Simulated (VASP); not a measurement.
Input:

```xyz
3
Lattice="3.1184 0.0000 0.0000 -1.5592 2.7006 0.0000 0.0000 0.0000 28.0130" Properties=species:S:1:pos:R:3 pbc="T T T"
Re     0.0000     0.0000    14.0065
Se     0.0000     1.8004    15.7906
Se     1.5592     0.9002    12.2223
```

These are PBEsol GGA, VASP's PBE PAW potentials (set 64) (plane waves; VASP) values and carry that method's errors. Settings: 400 eV cut-off, Gaussian smearing of 0.050 eV, potentials Re Se.

The cell holds a wide vacuum, so values per volume refer to the whole cell.

Task: Give the energies of bands 3 to 12 at the high-symmetry points, in eV from the Fermi level.

Result: 
```
band      Γ      M      K
----  -----  -----  -----
3     -7.65  -8.00  -6.56
4     -3.89  -6.30  -6.15
5     -3.37  -5.45  -6.15
6     -3.37  -3.79  -4.65
7     -2.54  -3.22  -4.28
8     -1.26  -3.17  -4.28
9     -1.26  -1.02  -0.40
10     1.06   1.00  -0.40
11     1.06   1.09   0.64
12     3.40   3.01   2.72
```

It has no gap at this level: it comes out as a metal or semimetal.

The cell is a sheet with vacuum, built from a generated structure.
